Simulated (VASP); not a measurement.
Crystal: CoC2.

```xyz
3
Lattice="-1.3525 1.3525 3.3179 1.3525 -1.3525 3.3179 1.3525 1.3525 -3.3179" Properties=species:S:1:pos:R:3 pbc="T T T"
Co    0.0000    0.0000    0.0000
C     0.0000    0.0000    4.4127
C     0.0000    0.0000    2.2230
```

The cell was built by a generator and needn't be a form met in nature.

```yaml
Program: VASP 6.6.1
Task: relaxation of cell and atoms
Functional: PBE
Potentials_or_basis: VASP PAW PBE potentials, release 64 (Co, C)
Cutoff: 600 eV
k_mesh: 8 × 8 × 8
Occupations: gaussian, width 0.1 eV
Spin: no spin polarisation
```

At the start: pressure -22.6 GPa; volume 8.09 Å³/atom.

Task: Where does the relaxation end?

Result: Over 24 steps the energy falls by 914.2 meV/atom and the volume is 8.50 Å³/atom (+5.0 %); space group I4/mmm (No. 139, to 0.05 Å).

Step by step:
| step | energy change (eV) | largest force (eV/Å) | pressure (GPa) | volume (Å³) |
| --- | --- | --- | --- | --- |
| 1 | 0.0000 | 0.0140 | -22.60 | 24.28 |
| 2 | -0.1669 | 0.0917 | 20.20 | 20.47 |
| 3 | -0.2317 | 0.0723 | 2.29 | 21.66 |
| 4 | -0.2579 | 0.3080 | 1.36 | 21.75 |
| 5 | -0.2625 | 0.5667 | 0.98 | 21.80 |
| 6 | -0.3044 | 1.1247 | -1.05 | 21.96 |
| 7 | -0.5997 | 2.7706 | -5.18 | 22.42 |
| 8 | -2.2230 | 3.4895 | -2.33 | 23.17 |
| 9 | 20.2495 | 152.3849 | 290.62 | 23.86 |
| 10 | -1.9844 | 5.1104 | -5.01 | 23.21 |
| 11 | -1.9403 | 12.1347 | 45.04 | 23.67 |
| 12 | -2.4875 | 3.2121 | 2.38 | 23.40 |
| 13 | -2.5097 | 4.9309 | 26.81 | 23.60 |
| 14 | -2.6541 | 0.5652 | 11.06 | 23.50 |
| 15 | -2.6609 | 0.5564 | 14.50 | 23.52 |
| 16 | -2.6499 | 2.4133 | -7.61 | 25.16 |
| 17 | -2.6969 | 0.9728 | 3.46 | 24.26 |
| 18 | -2.7315 | 0.6277 | -1.33 | 25.50 |
| 19 | -2.7330 | 0.3312 | -0.66 | 25.28 |
| 20 | -2.7421 | 0.0252 | -0.38 | 25.44 |
| 21 | -2.7427 | 0.0694 | -0.22 | 25.49 |
| 22 | -2.7427 | 0.0771 | -0.21 | 25.50 |
| 23 | -2.7423 | 0.2038 | 0.73 | 25.49 |
| 24 | -2.7427 | 0.0087 | -0.01 | 25.49 |

Final structure:
```yaml
crystal:
  lattice:
    - [-1.58013, 1.58013, 2.55270]
    - [1.58013, -1.58013, 2.55270]
    - [1.58013, 1.58013, -2.55270]
  atoms:
    - { symbol: Co, position: [0.00000, 0.00000, 0.00000] }
    - { symbol: C, position: [0.62772, 0.62772, 0.00000] }
    - { symbol: C, position: [0.37228, 0.37228, 0.00000] }
```

Caveat: the k mesh is coarse (spacing up to 0.41 Å⁻¹), so the values aren't converged.
